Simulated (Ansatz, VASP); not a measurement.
# CSO: VASP beside Ansatz, part 3 of 3

Aim: how closely do two programs agree when they are given the same cell, functional and k mesh? The cell is taken from a series of runs on this material, whose earlier steps may have relaxed, scaled, displaced or heated it; both programs get it as it stands.

VASP 6.6.1 and Ansatz 0.2.0.

So far: The structure; VASP: zone-centre phonons, PBEsol.

## 3. Ansatz: zone-centre phonons, PBEsol

Level of this step: Ansatz beside VASP: Kohn-Sham DFT, plane waves, PBEsol (Ansatz).

Ansatz runs on its PAW soft_1 files.

The same cell, functional and mesh now go to Ansatz, which takes its cutoff from its data sets.

Input file input.yaml:

```yaml
crystal:
  lattice:
    - [2.7316328658, -3.2431195371, -0.0348523873]
    - [2.7316328658, 3.2431195371, -0.0348523873]
    - [-1.0309976946, 0.0, 4.0748922998]
  atoms:
    - { symbol: C, position: [0.580718379, 0.580718379, 0.2498555288] }
    - { symbol: S, position: [0.3191562504, 0.3191562504, 0.9884268867] }
    - { symbol: O, position: [0.7759363707, 0.7759363707, 0.4449965843] }
kpoints:
  mp_grid: { grid: [6, 6, 6] }
hamiltonian:
  xc: pbesol
  pseudopotentials: { kind: paw, azcp: { folder: soft_1 }, xc_functional: pbe }
scf:
  occupations: { method: fixed }
output:
  eigenvalues: true
phonons:
  method: dfpt
  qmesh: [2, 2, 2]
  temperatures: { t_max: 1000, t_step: 50 }
  qpath:
    path:
      - [[0.0, 0.0, 0.0], [-0.5, 0.5, 0.0], [-0.5, 0.5, 0.5], [0.0, 0.0, 0.5], [0.0, 0.0, 0.0]]
      - [[-0.5, 0.0, 0.5], [0.0, 0.0, 0.0], [-0.5, 0.0, 0.0]]
    npoints: 10
```

Command:

```bash
$ ansatz run input.yaml --threads 4 --pin off --max-ram 10240MiB --backend cpu --events-out ev --progress --plain --runs-dir out
```

Numbers of over 12 decimals in the logs are rounded to 6 here.

What it wrote:

```text
Warning: phonons: the dynamical matrix that this run interpolates holds no multipole term above the dipole-dipole one, and a site of this crystal is no centre of inversion, so its interpolated transverse optical and acoustic branches and sound speeds can stay off near Gamma, and the density of states and the thermodynamics with them. What a run solves at a wave vector of phonons.qpoints, Gamma apart, where the deck admits one, is free of this, and under fd what a larger phonons.supercell samples
Engine: ansatz 0.2.0, aarch64-unknown-linux-gnu
Pseudopotentials: kind: paw
Pseudopotential: C, paw, valence charge 4, recommended cutoff 420 eV (normal), soft_1/C.paw.azcp
Pseudopotential: S, paw, valence charge 6, recommended cutoff 420 eV (normal), soft_1/S.paw.azcp
Pseudopotential: O, paw, valence charge 6, recommended cutoff 420 eV (normal), soft_1/O.paw.azcp
Functional definition: PBEsol
  exchange = pbesol_x
  correlation = pbesol_c
Crystal: 3 atoms, lattice volume = 71.966 Å³
Basis set: ecut = 420 eV, 1379 PW (Γ), exchange–correlation on 60×60×60 points (8 copies of the dense FFT grid, shifted against one another)
Bands: 12, of which v1, the nominal top of the filled ones, is band 8 counted from 1 (7 counted from 0)
Symmetry: 2 space group operations
k-points: 68 of 216 (time reversal used)
Non-local potential: C, projectors of the file, l = 0: 2, l = 1: 2, l = 2: 1
Non-local potential: S, projectors of the file, l = 0: 2, l = 1: 2, l = 2: 1
Non-local potential: O, projectors of the file, l = 0: 2, l = 1: 2, l = 2: 1
PAW form: soft (Blöchl's): semilocal exchange-correlation on the pseudo side does not see the compensation charge
PAW frozen core: C, regenerated for the run's functional, and the local potential with it (the file was generated under x = pbe(κ = 0.804, μ = 0.219515), c = pbe(β = 0.066725))
PAW frozen core: S, regenerated for the run's functional, and the local potential with it (the file was generated under x = pbe(κ = 0.804, μ = 0.219515), c = pbe(β = 0.066725))
PAW frozen core: O, regenerated for the run's functional, and the local potential with it (the file was generated under x = pbe(κ = 0.804, μ = 0.219515), c = pbe(β = 0.066725))
PAW one-centre angular grid: C, 110 points (default); XC on 64 Gauss nodes
PAW one-centre angular grid: S, 110 points (default); XC on 64 Gauss nodes
PAW one-centre angular grid: O, 110 points (default); XC on 64 Gauss nodes
Initial density: superposition of atomic densities (chi_scale 0.1, normalization cell, long waves kept (reshape's long-wave potential 0.09 eV rms))
Initial wavefunctions: pseudopotential atomic-orbital guess
Functional: x = pbesol(κ = 0.804, μ = 0.123457), c = pbesol(β = 0.046)
SCF iter   1: F=—  HF=-1692.050584 eV  |F-HF|=—  |Δ(HF+E_count)|=         —  Δρ=5.89e-2  dr2=2.40e0  ethr=3.10e-3  ⟨swp⟩=5.1  Hψ=4979  notcnv=0  defer=125
preconditioner: auto → none  [insulator: Δε(μ)=5.175 eV  Ē_g=11.624 eV  n_scr=12 (ndim 8)  ℏωp=16.4 eV  f_vac=0.073  ε∞_Penn≈3.0]
SCF iter   2: F=—  HF=-1691.476587 eV  |F-HF|=—  |Δ(HF+E_count)|=   5.74e-1  Δρ=3.81e-2  dr2=8.75e-1  ethr=3.10e-3  ⟨swp⟩=3.0  Hψ=2277  notcnv=0  defer=136
SCF iter   3: F=—  HF=-1691.353581 eV  |F-HF|=—  |Δ(HF+E_count)|=   1.23e-1  Δρ=2.35e-2  dr2=2.92e-1  ethr=3.10e-3  ⟨swp⟩=2.6  Hψ=2093  notcnv=0  defer=136
SCF iter   4: F=—  HF=-1691.304822 eV  |F-HF|=—  |Δ(HF+E_count)|=   4.88e-2  Δρ=8.90e-3  dr2=3.49e-2  ethr=1.82e-3  ⟨swp⟩=2.0  Hψ=1224  notcnv=0  defer=125
SCF iter   5: F=—  HF=-1691.300345 eV  |F-HF|=—  |Δ(HF+E_count)|=   4.48e-3  Δρ=3.31e-3  dr2=7.60e-3  ethr=2.18e-4  ⟨swp⟩=3.0  Hψ=1496  notcnv=0  defer=136
SCF iter   6: F=—  HF=-1691.299106 eV  |F-HF|=—  |Δ(HF+E_count)|=   1.24e-3  Δρ=6.63e-4  dr2=2.19e-4  ethr=4.75e-5  ⟨swp⟩=2.1  Hψ=973  notcnv=0  defer=136
SCF iter   7: F=—  HF=-1691.299132 eV  |F-HF|=—  |Δ(HF+E_count)|=   2.56e-5  Δρ=1.44e-4  dr2=8.08e-6  ethr=1.37e-6  ⟨swp⟩=2.8  Hψ=1416  notcnv=0  defer=136
SCF iter   8: F=—  HF=-1691.299132 eV  |F-HF|=—  |Δ(HF+E_count)|=   2.02e-7  Δρ=2.05e-5  dr2=3.30e-7  ethr=5.05e-8  ⟨swp⟩=2.1  Hψ=1356  notcnv=0  defer=4
SCF iter   9: F=—  HF=-1691.299132 eV  |F-HF|=—  |Δ(HF+E_count)|=   3.25e-7  Δρ=5.42e-6  dr2=1.77e-8  ethr=2.07e-9  ⟨swp⟩=2.0  Hψ=1291  notcnv=0
SCF iter  10: F=—  HF=-1691.299132 eV  |F-HF|=—  |Δ(HF+E_count)|=   1.26e-9  Δρ=1.58e-6  dr2=1.83e-9  ethr=1.10e-10  ⟨swp⟩=2.2  Hψ=1360  notcnv=0
SCF iter  11: F=—  HF=-1691.299132 eV  |F-HF|=—  |Δ(HF+E_count)|=  1.19e-10  Δρ=2.50e-7  dr2=4.20e-11  ethr=1.14e-11  ⟨swp⟩=2.2  Hψ=1365  notcnv=0
SCF iter  12: F=-1691.299132 eV  HF=-1691.299132 eV  |F-HF|=2.73e-12  |Δ(HF+E_count)|=  1.59e-12  Δρ=6.77e-8  dr2=2.80e-12  ethr=1.00e-12  ⟨swp⟩=9.5  Hψ=5997  notcnv=0
SCF 1 converged in 12 iterations: F = -1691.299132 eV  dr2 = 2.80e-12
[...]
SCF iter   8: F=—  HF=-1691.299132 eV  |F-HF|=—  |Δ(HF+E_count)|=  1.44e-10  Δρ=7.58e-7  dr2=4.25e-10  ethr=5.15e-12  ⟨swp⟩=1.3  Hψ=1456  notcnv=0  defer=211
SCF iter   9: F=—  HF=-1691.299132 eV  |F-HF|=—  |Δ(HF+E_count)|=  8.73e-11  Δρ=4.78e-7  dr2=1.72e-10  ethr=2.66e-12  ⟨swp⟩=1.5  Hψ=1499  notcnv=0  defer=211
SCF iter  10: F=-1691.299132 eV  HF=-1691.299132 eV  |F-HF|=0.00e0  |Δ(HF+E_count)|=  5.96e-11  Δρ=9.84e-9  dr2=6.33e-14  ethr=1.00e-12  ⟨swp⟩=7.9  Hψ=7168  notcnv=0
[...]
Internal energy: -1691.299132 eV  (E = F + TS)
E sigma→0 (E₀):  -1691.299132 eV
Fermi energy:    -1.400672 eV
--- Per-component energies (eV) ---
  E_band       = -131.949672
  E_kinetic    = 354.344932
  E_local      = -1010.367056  (includes V_loc(G=0)·N_el)
  E_nonlocal   = 112.946459
  E_hartree    = 348.143271
  E_xc         = -200.412600
  E_vxc        = -224.118984  (∫ρ·V_xc dr)
  E_paw        = -845.494531  (= ΣΔE_a)
  E_vpaw       = -61.042307  (= ΣTr[D̂ρ^β])
  E_aug_tail   = 0.000781  (compensation charges beyond the density's cutoff)
  E_ewald      = -450.578725
  E_core_change = 0.118338  (= ΣΔE_core)
  E_smearing   = -0.000000  (= −TS)
  E_closure    = -0.000000  (closes the sum)
  Σ components = -1691.299132   (vs F -1691.299132, Δ=0.00e0)
--- Band table (eV; the first three rows and the last of 68) ---
  k-point 0: bands = [... 4 lower, -5.6657, -5.4433, -1.5607, -1.5464, 3.4752, 3.4806, 4.1976, 7.1676]
  k-point 1: bands = [... 4 lower, -5.6759, -5.5427, -1.6485, -1.5229, 3.5123, 3.5942, 4.6928, 7.1451]
  k-point 2: bands = [... 4 lower, -5.6930, -5.6823, -1.8349, -1.4457, 3.5868, 3.9279, 5.7660, 7.1137]
  k-point 67: bands = [... 4 lower, -6.0308, -5.9797, -1.9840, -1.9693, 4.3175, 4.3251, 6.1004, 8.1822]
--- Phonons (Γ-DFPT): 9 representative perturbations + reference (Σ response iterations 27) ---
  ASR residual: 5.936e-5 → 0.000e0 eV/Å²; symmetrization residual: 2.356e-6 eV/Å²
  ASR residual per site (eV/Å²): 3.84e-5 1.25e-5 5.94e-5
  Γ frequencies (cm⁻¹): 0.00 0.00 0.00 66.15 66.76 504.23 504.73 873.45 2030.33
  Unit cell's response to a homogeneous field, on a k mesh of 6×6×6: 3 representative field directions (Σ response iterations 25)
  ε∞ (high-frequency dielectric tensor):
        2.504078    -0.000000     0.501290
       -0.000000     1.947212    -0.000000
        0.501290    -0.000000     2.408240
  ε⁰ (static dielectric tensor): not given — the deck does not say what the cell's rigid motions are, and on a molecule in a box or a wire the rigid rotations would enter the sum over the modes at Γ. For a crystal or a slab, whose only rigid motions are the translations, set phonons.rigid_motions: translations.
  Born effective charges Z* (e; rows j = field, columns β = displacement):
    site 0:
         1.88588   -0.00000    1.58660
        -0.00000    0.13057   -0.00000
         1.58789   -0.00000    1.56985
    site 1:
        -0.51992    0.00000   -0.51612
         0.00000    0.04935    0.00000
        -0.51477    0.00000   -0.41888
    site 2:
        -1.36596    0.00000   -1.07048
         0.00000   -0.17992    0.00000
        -1.07312    0.00000   -1.15097
  Z* charge neutrality: 5.864e-5 e pre-enforcement
  k-mesh period / interband length: 25.2 Å / 1.08 Å = 23.32 at k = (0.0000, 0.0000, 0.0000), direct gap 5.022 eV — 14 or more, which is no proof of convergence
  optical modes at Γ without the LO–TO term, one row a degenerate level:
      ω (cm⁻¹)  modes    IR ((D/Å)²/amu)
         66.15      1             0.0235
         66.76      1             0.0236
        504.23      1             0.0594
        504.73      1             0.0576
        873.45      1             0.1215
       2030.33      1            29.6561
  optical modes at Γ + LO–TO along q̂ = [1.0000, 0.0000, 0.0000]:
      ω (cm⁻¹)  modes    IR ((D/Å)²/amu)
         66.15      1             0.0235
         67.68      1             0.0235
        504.52      1             0.0597
        504.73      1             0.0576
        873.88      1             0.1086
       2077.29      1            29.6687
  optical modes at Γ + LO–TO along q̂ = [0.0000, 1.0000, 0.0000]:
      ω (cm⁻¹)  modes    IR ((D/Å)²/amu)
[...]
873.45      1             0.1215
       2030.33      1            29.6561
  optical modes at Γ + LO–TO along q̂ = [0.0000, 0.0000, 1.0000]:
      ω (cm⁻¹)  modes    IR ((D/Å)²/amu)
         66.15      1             0.0235
         67.87      1             0.0236
        504.63      1             0.0595
        504.73      1             0.0576
        873.82      1             0.1104
       2070.45      1            29.6671
--- Phonons (arbitrary-q DFPT): 6 irreducible q on the 2×2×2 mesh ---
  q = [0.0000, 0.0000, 0.0000] (star 1, of the zone-centre solve; hermiticity 6.36e-8, symmetrization 1.07e-15): -0.00 -0.00 0.00 66.15 66.76 504.23 504.73 873.45 2030.33
  q = [0.0000, 0.0000, -0.5000] (star 1, 9 solved perturbations on 68 of 216 k-point pairs; hermiticity 5.43e-8, symmetrization 3.89e-15): 26.33 36.91 40.25 54.70 60.51 501.24 506.70 873.36 2066.47
  q = [0.0000, -0.5000, 0.0000] (star 2, 9 solved perturbations on 112 of 216 k-point pairs; hermiticity 5.92e-8, symmetrization 1.60e-14): 26.42 37.06 38.34 54.19 61.07 500.96 506.71 873.41 2067.49
  q = [0.0000, -0.5000, -0.5000] (star 2, 9 solved perturbations on 112 of 216 k-point pairs; hermiticity 5.80e-8, symmetrization 7.32e-15): 19.30 33.78 34.23 48.69 60.49 499.88 504.19 875.11 2055.97
  q = [-0.5000, -0.5000, 0.0000] (star 1, 9 solved perturbations on 68 of 216 k-point pairs; hermiticity 5.30e-8, symmetrization 1.42e-14): 17.78 32.85 33.47 47.69 61.20 499.96 503.79 875.16 2056.51
  q = [-0.5000, -0.5000, -0.5000] (star 1, 9 solved perturbations on 68 of 216 k-point pairs; hermiticity 5.70e-8, symmetrization 3.84e-15): 25.98 26.40 43.17 44.93 60.71 504.62 504.72 873.07 2046.13
  sum rule: each row above includes the acoustic sum rule's correction from the zone centre's row sums; it moved no ω² by more than (1.08 cm⁻¹)²
  mesh force constants: q→R imaginary residual 0.00e0; ASR residual 5.936e-5 → 0.000e0 eV/Å²; symmetrization residual 4.263e-14 eV/Å²
  interpolated dispersion: 63 rows × 9 modes
  density of states and harmonic sums: on the 16×16×16 q-mesh, interpolated from the force constants of a 2×2×2 supercell (with the dipole–dipole term)
  largest difference from the sums on the solved wave vectors: F 6.68e-2 eV, S 7.66e-5 and C_V 9.71e-6 eV/K
  zero-point energy: 0.256292 eV/cell   skipped modes (ω ≤ 0): 287, of them read as no rigid motion or as one in doubt: 284 (2.612e-1 modes/cell left out, lowest -17.24 cm⁻¹)   rigid motions above zero, counted: 191   left out of the sums: 2.91e-2 of the cell's modes: C_V's classical limit lies that fraction below 3 k_B per atom; for a crystal, a wire or a layer, F and S can be off by more, and a phonons.interpolated_qmesh denser along its periods is the remedy for the sampling
[key lines of the parts left out:]
SCF converged after 12 iterations
Free energy (F): -1691.299132 eV
```

## 4. Comparison

Known differences besides the potentials themselves: fixed occupations in Ansatz, narrow Gaussian smearing in VASP; VASP's run holds the zone centre alone; the cutoff is 420 eV in Ansatz and 600 eV in VASP; Ansatz makes its cores anew for this functional, VASP keeps those of its PBE data sets. Total energies have different zeros and are not compared.

The two programs side by side:

| quantity | Ansatz | VASP | difference |
| --- | --- | --- | --- |
| ε∞ xx | 2.50 | 2.50 | +0.04 % |
| ε∞ yy | 1.95 | 1.95 | -0.06 % |
| ε∞ zz | 2.41 | 2.41 | +0.02 % |
| Born charge of C1 (mean of the diagonal) (e) | 1.20 | 1.20 | 0.00 |
| Born charge of S2 (mean of the diagonal) (e) | -0.30 | -0.30 | 0.00 |
| Born charge of O3 (mean of the diagonal) (e) | -0.90 | -0.90 | 0.00 |
| optical mode 1 (cm⁻¹) | 66.2 | 44.1 | +22.1 |
| optical mode 2 (cm⁻¹) | 66.8 | 45.2 | +21.6 |
| optical mode 3 (cm⁻¹) | 504.2 | 486.9 | +3.55 % |
| optical mode 4 (cm⁻¹) | 504.7 | 487.5 | +3.54 % |
| optical mode 5 (cm⁻¹) | 873.5 | 865.0 | +0.97 % |
| optical mode 6 (cm⁻¹) | 2030.3 | 2080.9 | -2.43 % |

Modes are paired by rising frequency, not by their patterns, so a pair may set unlike modes beside each other; they are those without the splitting of longitudinal modes.

## 5. What came out

```
r.m.s. difference of the optical zone-centre modes, each program's sorted by frequency (zone-centre phonons, PBEsol) : 26 cm⁻¹
difference in optical mode 3 (zone-centre phonons, PBEsol)                                                           : +3.5 %
```

What this shows: The r.m.s. difference of the optical zone-centre modes, each program's sorted by frequency is 26 cm⁻¹ (zone-centre phonons, PBEsol). Among the rows given in per cent, the largest difference of the zone-centre phonons, PBEsol pair is in optical mode 3, +3.5 %. What causes the difference of the zone-centre phonons, PBEsol pair stays open here. Such differences can come from data sets, numerical settings and the points named under the comparisons, not from the functional's error against experiment.

[Lines on the potential files, build, host, timing and source positions are cut from VASP's logs without a mark.]

[Logs are printed without paths, hosts, clocks, repeated set-up lines and the standing remarks that a program may print on its own settings, such as how far it seeks lower states.]

[Hosts, paths, dates, database ids (printed as entryN), source tags and the programs' standing remarks are cut or masked in the printed files.]
